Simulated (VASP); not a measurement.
These are PBE GGA, VASP's PBE PAW potentials (set 64) (plane waves; VASP 6.6.1) values and carry that method's errors.

Input for VASP

POSCAR:
```
TiB2
1.0
  1.4565029882  -2.5227372220   0.0000000000
  1.4565029882   2.5227372220   0.0000000000
  0.0000000000   0.0000000000   3.0424169343
Ti B
1 2
Cartesian
  0.0000000000   0.0000000000   0.0000000000
  1.4565029882   0.8409140892   1.5212084671
  1.4565029882  -0.8409140892   1.5212084671
```

### INCAR
```
SYSTEM = TiB2
PREC = Accurate; ENCUT = 620; LREAL = .False.
LASPH = .True.
EDIFF = 1E-6; NELM = 100; ALGO = Normal
LMAXMIX = 4
ISMEAR = 1; SIGMA = 0.1
GGA = PE
IBRION = 2; NSW = 40; ISIF = 3
EDIFFG = -0.02; PSTRESS = 450
LWAVE = .False.; LCHARG = .False.
```

### KPOINTS
```
Automatic mesh
0
Gamma
12 12 10
```

POTCAR, in this order: Ti_sv B (PBE.64 set). Program: vasp_std.

What VASP printed:

OUTCAR:
```
 ion  position               nearest neighbor table
   1  0.000  0.000  0.000-   2 2.27   3 2.27   2 2.27   3 2.27   3 2.27   3 2.27   2 2.27   2 2.27
                             3 2.27   3 2.27   2 2.27   2 2.27
   2  0.333  0.667  0.500-   3 1.68   3 1.68   3 1.68   1 2.27   1 2.27   1 2.27   1 2.27   1 2.27
                             1 2.27
   3  0.667  0.333  0.500-   2 1.68   2 1.68   2 1.68   1 2.27   1 2.27   1 2.27   1 2.27   1 2.27
                             1 2.27
  LATTYP: Found a hexagonal cell.
 ALAT       =     2.9130060154
 C/A-ratio  =     1.0444252151
 Subroutine PRICEL returns:
 Original cell was already a primitive cell.
 Subroutine GETGRP returns: Found 24 space group operations
The static configuration has the point symmetry D_6h.
The dynamic configuration has the point symmetry D_6h.
 Subroutine INISYM returns: Found 24 space group operations
 Subroutine IBZKPT returns following result:
 Found    114 irreducible k-points:

 Following reciprocal coordinates:
            Coordinates               Weight
  0.000000  0.000000  0.000000      1.000000
  0.083333 -0.000000  0.000000      6.000000
  0.166667  0.000000  0.000000      6.000000
  0.250000  0.000000  0.000000      6.000000
...
```

File OSZICAR:
```
       N       E                     dE             d eps       ncg     rms          rms(c)
DAV:   1     0.143211392502E+03    0.14321E+03   -0.10524E+04  2964   0.184E+03
DAV:   2    -0.186560795352E+02   -0.16187E+03   -0.15767E+03  3034   0.430E+02
DAV:   3    -0.288847169004E+02   -0.10229E+02   -0.10101E+02  4215   0.101E+02
DAV:   4    -0.292737200414E+02   -0.38900E+00   -0.38876E+00  3908   0.179E+01
DAV:   5    -0.292831151277E+02   -0.93951E-02   -0.93946E-02  4245   0.240E+00    0.207E+01
DAV:   6    -0.239352005337E+02    0.53479E+01   -0.23596E+01  3867   0.634E+01    0.503E+00
DAV:   7    -0.239922075787E+02   -0.57007E-01   -0.12874E+00  3199   0.134E+01    0.426E+00
DAV:   8    -0.240108855796E+02   -0.18678E-01   -0.14903E-01  4465   0.343E+00    0.534E-01
DAV:   9    -0.240086977259E+02    0.21879E-02   -0.24000E-02  3711   0.200E+00    0.219E-01
DAV:  10    -0.240084149093E+02    0.28282E-03   -0.40939E-03  3546   0.103E+00    0.152E-01
DAV:  11    -0.240082836604E+02    0.13125E-03   -0.31827E-04  3738   0.232E-01    0.453E-02
DAV:  12    -0.240082800959E+02    0.35645E-05   -0.28921E-05  3727   0.669E-02    0.976E-03
DAV:  13    -0.240082803337E+02   -0.23778E-06   -0.40494E-06  3249   0.248E-02
   1 F= -.17728650E+02 E0= -.17728567E+02  d E =-.177287E+02
```

File OUTCAR:
```
------------------------ aborting loop because EDIFF is reached ----------------------------------------
  FORCE on cell =-STRESS in cart. coord.  units (eV):
  Direction    XX          YY          ZZ          XY          YZ          ZX
  --------------------------------------------------------------------------------------
  Total        6.3341763      6.3341765      6.3197203      0.0000000      0.0000000      0.0000000
  in kB      453.9088052    453.9088214    452.8728888      0.0000000      0.0000000      0.0000000
  external PRESSURE =       3.5635051 kB  Pullay stress =     450.0000000 kB
  volume of cell :       22.36
      direct lattice vectors                 reciprocal lattice vectors
     1.456502988 -2.522737222  0.000000000     0.343288002 -0.198197417  0.000000000
     1.456502988  2.522737222  0.000000000     0.343288002  0.198197417  0.000000000
     0.000000000  0.000000000  3.042416934     0.000000000  0.000000000  0.328686048
 POSITION                                       TOTAL-FORCE (eV/Angst)
 -----------------------------------------------------------------------------------
      0.00000      0.00000      0.00000         0.000000      0.000000      0.000000
      1.45650      0.84091      1.52121        -0.000000     -0.000000      0.000000
      1.45650     -0.84091      1.52121         0.000000      0.000000     -0.000000
 -----------------------------------------------------------------------------------
    total drift:                                0.000000     -0.000000      0.000000
  FREE ENERGIE OF THE ION-ELECTRON SYSTEM (eV)
  ---------------------------------------------------
  free  energy   TOTEN  =       -24.0082803337 eV

  energy  without entropy=      -24.0080297749  energy(sigma->0) =      -24.00819681
  enthalpy is  TOTEN    =       -17.7286503877 eV   P V=        6.2796299460

 reached required accuracy - stopping structural energy minimisation
```
(Selected blocks of OUTCAR.)

File OUTCAR:
```
 val. band max:       11.5692745508   @ k =   0.0833  -0.0000   0.3000

 cond. band min:      11.6236943891   @ k =   0.1667   0.1667   0.2000


 Fermi energy:        11.5997549909

 k-point     1 :       0.0000    0.0000    0.0000
  band No.  band energies     occupation
      1     -45.0153      2.00000
      2     -21.3790      2.00000
      3     -20.9961      2.00000
      4     -20.9961      2.00000
      5      -2.6450      2.00000
      6       8.5129      2.00000
      7       8.5130      2.00000
      8       9.1494      2.00000
      9       9.4797      2.00000
     10      13.9044      0.00000
     11      13.9045      0.00000
     12      16.0611      0.00000
     13      16.0611      0.00000

 k-point     2 :       0.0833   -0.0000    0.0000
  band No.  band energies     occupation
      1     -45.0092      2.00000
      2     -21.3715      2.00000
      3     -21.0400      2.00000
      4     -21.0058      2.00000
      5      -2.4967      2.00000
      6       8.1315      2.00000
      7       8.5073      2.00000
      8       9.2205      2.00000
      9       9.3166      2.00000
     10      13.8566      0.00000
     11      14.1969      0.00000
     12      15.3792      0.00000
     13      15.4824      0.00000

 k-point     3 :       0.1667    0.0000    0.0000
  band No.  band energies     occupation
      1     -44.9924      2.00000
      2     -21.3513      2.00000
      3     -21.1585      2.00000
      4     -21.0323      2.00000
      5      -2.0639      2.00000
      6       7.1528      2.00000
      7       8.4703      2.00000
      8       8.9549      2.00000
      9       9.3778      2.00000
     10      13.7286      0.00000
     11      14.4937      0.00000
     12      14.8365      0.00000
     13      14.8870      0.00000

 k-point     4 :       0.2500    0.0000    0.0000
  band No.  band energies     occupation
      1     -44.9694      2.00000
      2     -21.3235      2.00000
      3     -21.3172      2.00000
...
```

The compound is TiB2 in the AlB2 type structure. It was relaxed first under an external pressure of 45 GPa.
